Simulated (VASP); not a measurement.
Given:

```
CELL_PARAMETERS angstrom
      0.00000     3.51443     3.51443
      3.51443     0.00000     3.51443
      3.51443     3.51443     0.00000
ATOMIC_POSITIONS crystal
  Sr 0.00000 0.00000 0.00000
  Cl 0.25000 0.25000 0.25000
  Cl 0.75000 0.75000 0.75000
```

Method: PW91 GGA, VASP's PBE PAW potentials (set 64) (plane waves; VASP). Run with 520 eV cut-off, Gaussian smearing of 0.050 eV, potentials Sr_sv Cl.

Task: Give the energies of bands 7 to 15 at the high-symmetry points, in eV from the valence-band maximum.

Result: 
```json
[
 {"band": "7", "Γ": "-2.05", "X": "-2.67", "U": "-2.47", "L": "-1.51", "W": "-2.39"},
 {"band": "8", "Γ": "-2.05", "X": "-1.82", "U": "-1.85", "L": "-1.51", "W": "-2.16"},
 {"band": "9", "Γ": "-2.05", "X": "-1.82", "U": "-1.67", "L": "-1.46", "W": "-1.18"},
 {"band": "10", "Γ": "-0.33", "X": "-0.39", "U": "-0.69", "L": "-1.28", "W": "-1.18"},
 {"band": "11", "Γ": "-0.33", "X": "-0.39", "U": "-0.52", "L": "-1.02", "W": "-0.30"},
 {"band": "12", "Γ": "-0.33", "X": "0.00", "U": "-0.10", "L": "-1.02", "W": "-0.10"},
 {"band": "13", "Γ": "5.27", "X": "5.52", "U": "5.96", "L": "6.68", "W": "6.23"},
 {"band": "14", "Γ": "6.09", "X": "6.96", "U": "7.05", "L": "6.68", "W": "6.96"},
 {"band": "15", "Γ": "6.09", "X": "7.53", "U": "7.27", "L": "7.41", "W": "7.14"}
]
```

The gap is indirect, 5.27 eV, from the valence maximum at X to the conduction minimum at Γ.

Measured: gap 7.50 eV (computed value off by -2.23 eV), as given by Andrés Aguado et al., Journal of the Physical Society of Japan (1999), arXiv:cond-mat/9901145.

The compound is SrCl2 in the fluorite structure. It was relaxed first.
